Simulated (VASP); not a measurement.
Given:

```
CdO
1.0
    0.00000     2.39130     2.39130
    2.39130     0.00000     2.39130
    2.39130     2.39130     0.00000
Cd O
1 1
Cartesian
  0.00000   0.00000   0.00000
  2.39130   2.39130   2.39130
```

Calculation: PBE GGA, VASP's PBE PAW potentials (set 64) (plane waves; VASP). Settings: 530 eV cut-off, 12×12×12 Γ-centred mesh, first-order Methfessel-Paxton smearing of 0.10 eV, potentials Cd O.

Problem. Estimate the energy per atom (σ→0), band gap (on the k-mesh) with the smallest direct gap where there is one.

Solution. 
| Quantity | Value |
|---|---|
| band gap (on the k-mesh) | none (metal, semimetal or under 0.01 eV) |
| energy per atom (σ→0) | -3.864 eV/atom |

The absolute energy has meaning only against runs of the same code, potentials and settings.

The compound is CdO in the rock salt structure. It was relaxed first, which changed the volume by +5 %. The start is the result of an earlier pass.
